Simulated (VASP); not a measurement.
Computed with PBE GGA, VASP's PBE PAW potentials (set 64) (plane waves; VASP 6.6.1).

The input files of a VASP run:

### INCAR
```
SYSTEM = GaN
PREC = Accurate
ENCUT = 520
EDIFF = 1E-6
NELM = 100
ALGO = Normal
LREAL = .FALSE.
LASPH = .TRUE.
ISMEAR = 0
SIGMA = 0.05
GGA = PE
LMAXMIX = 4
LWAVE = .FALSE.
LCHARG = .FALSE.
ISIF = 2
```

File KPOINTS:
```
Automatic mesh
0
Gamma
10 10 10
0 0 0
```

**POSCAR**
```
GaN
3.2600450
  0.0000000000   0.7071068037   0.7071068037
  0.7071068037   0.0000000000   0.7071068037
  0.7071068037   0.7071068037   0.0000000000
Ga N
1 1
direct
  0.0000000000   0.0000000000   0.0000000000
  0.2500000000   0.2500000000   0.2500000000
```

POTCAR, in this order: Ga_d N (PBE.64 set). Program: vasp_std.

Problem. What will the output report for the number of irreducible k-points (NKPTS), number of bands (NBANDS), largest plane-wave count, number of space-group operations, FFT grid (NGX, NGY, NGZ)?

Solution. 
```json
{
 "number of irreducible k-points (NKPTS)": "47",
 "number of bands (NBANDS)": "13",
 "largest_plane_wave_count": "678",
 "number_of_space_group_operations": "24",
 "FFT grid (NGX, NGY, NGZ)": "24 × 24 × 24"
}
```

The compound is GaN in the zinc blende structure, a metastable form; wurtzite is the usual one. The cell was not relaxed at this level. The run is one of a series of settings (KPOINTS 10×10×10 Γ-centred mesh against the base run), some of them coarse on purpose.
